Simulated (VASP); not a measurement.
Given:

```yaml
crystal:
  lattice:
    - [5.73080, 0.00000, 0.00000]
    - [0.00000, 5.73080, 0.00000]
    - [0.00000, 0.00000, 5.73080]
  atoms:
    - { symbol: Cs, position: [0.00000, 0.00000, 0.00000] }
    - { symbol: Pb, position: [0.50000, 0.50000, 0.50000] }
    - { symbol: Cl, position: [0.50000, 0.00000, 0.50000] }
    - { symbol: Cl, position: [0.00000, 0.50000, 0.50000] }
    - { symbol: Cl, position: [0.50000, 0.50000, 0.00000] }
```

These are PBE GGA, VASP's PBE PAW potentials (set 64) (plane waves; VASP 6.6.1) values and carry that method's errors. Settings: 400 eV cut-off, 5×5×5 Γ-centred mesh, tetrahedra with Blöchl corrections, potentials Cs_sv Pb_d Cl.

The cores are frozen, which limits the accuracy of field gradients.

Task: Give the principal components of the electric field gradient (V/Å²) and the asymmetry η at each nucleus.

Result: 
| atom | Vxx | Vyy | Vzz | η |
|---|---|---|---|---|
| Cs1 | 0.0 | 0.0 | 0.0 | - |
| Pb2 | 0.0 | 0.0 | 0.0 | - |
| Cl3 | -45.1 | -45.1 | 90.2 | 0.00 |
| Cl4 | -45.1 | -45.1 | 90.2 | 0.00 |
| Cl5 | -45.1 | -45.1 | 90.2 | 0.00 |

The compound is CsPbCl3 in the cubic perovskite structure, the ideal cubic form; the compound distorts at low or room temperature. It was relaxed first, which changed the volume by +7 %.
